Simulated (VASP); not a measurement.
Consider the following.

```yaml
crystal:
  lattice:
    - [0.00000, 2.31624, 2.31624]
    - [2.31624, 0.00000, 2.31624]
    - [2.31624, 2.31624, 0.00000]
  atoms:
    - { symbol: Na, position: [0.00000, 0.00000, 0.00000] }
    - { symbol: F, position: [0.50000, 0.50000, 0.50000] }
```

These are PBE GGA with D3 dispersion (zero damping), VASP's PBE PAW potentials (set 64) (plane waves; VASP) values and carry that method's errors. Settings: 520 eV cut-off, Gaussian smearing of 0.050 eV, potentials Na_pv F.

Give the energies of bands 5 to 8 at the high-symmetry points, in eV from the valence-band maximum.

```tsv
band	Γ	X	U	L	W
5	0.00	-1.27	-1.06	-1.59	-0.87
6	0.00	-0.41	-0.83	-0.26	-0.87
7	0.00	-0.41	-0.37	-0.26	-0.57
8	6.30	13.16	12.84	10.79	13.23
```

The gap is direct, 6.30 eV, from the valence maximum at Γ to the conduction minimum at Γ.

Measured: gap 11.70 eV (computed value off by -5.40 eV), as given by David Koller et al., Journal of Physics Condensed Matter (2013), arXiv:1304.4470.

The compound is NaF in the rock salt structure. It was relaxed first.
